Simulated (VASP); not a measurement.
A run of VASP 6.6.1:

Contents of INCAR:

```
ALGO = Normal
EDIFF = 1E-7
EDIFFG = -0.005
ENCUT = 600
IBRION = 2
ISIF = 3
ISMEAR = 0
KPAR = 4
LASPH = True
LCHARG = False
LMIXTAU = True
LREAL = False
LWAVE = False
METAGGA = R2SCAN
NELM = 80
NSW = 90
PREC = Accurate
SIGMA = 0.03
```

KPOINTS

```
k-points
0
Gamma
  6 6 6
```

POSCAR

```
Y2Ti2O7                                 
1.0
   -0.0000000000      5.0506159138      5.0506159138
    5.0506159138     -0.0000000000      5.0506159138
    5.0506159138      5.0506159138      0.0000000000
  Y               Ti              O             
     4     4    14
Direct
     0.1250000000000000    0.1250000000000000    0.1250000000000000
     0.6250000000000000    0.1250000000000000    0.1250000000000000
     0.1250000000000000    0.1250000000000000    0.6250000000000000
     0.1250000000000000    0.6250000000000000    0.1250000000000000
     0.6250000000000000    0.6250000000000000    0.6250000000000000
     0.1250000000000000    0.6250000000000000    0.6250000000000000
     0.6250000000000000    0.6250000000000000    0.1250000000000000
     0.6250000000000000    0.1250000000000000    0.6250000000000000
     0.5451496244665482    0.9548503755334518    0.9548503755334518
     0.7048503755334518    0.2951496244665483    0.7048503755334518
     0.9548503755334518    0.5451496244665482    0.5451496244665482
     0.2951496244665483    0.7048503755334518    0.2951496244665483
     0.9548503755334518    0.5451496244665482    0.9548503755334518
     0.7048503755334518    0.7048503755334518    0.2951496244665483
     0.5451496244665482    0.9548503755334518    0.5451496244665482
     0.2951496244665483    0.2951496244665483    0.7048503755334518
     0.7048503755334518    0.2951496244665483    0.2951496244665483
     0.9548503755334518    0.9548503755334518    0.5451496244665482
     0.2951496244665483    0.7048503755334518    0.7048503755334518
     0.5451496244665482    0.5451496244665482    0.9548503755334518
     0.0000000000000000    0.0000000000000000    0.0000000000000000
     0.2500000000000000    0.2500000000000000    0.2500000000000000
```

Potentials or basis: VASP PAW PBE potentials, release 64 (Y_sv, Ti_sv, O).

The run is started by

```sh
$ cat potpaw_PBE.64/Y_sv/POTCAR potpaw_PBE.64/Ti_sv/POTCAR potpaw_PBE.64/O/POTCAR > POTCAR
$ mpirun -np 4 vasp_std > vasp.out
```

Hardware: 4 MPI ranks on Intel(R) Xeon(R) 6975P-C (Granite Rapids), with other jobs on the host.

Question: Estimate the wall time of this run.

Answer: Run time: 12 min on 4 MPI ranks on Intel(R) Xeon(R) 6975P-C (Granite Rapids) (shared host), peak memory 0.83 GiB a rank. Counts: scf iterations 26, k points 16, ion steps 1.
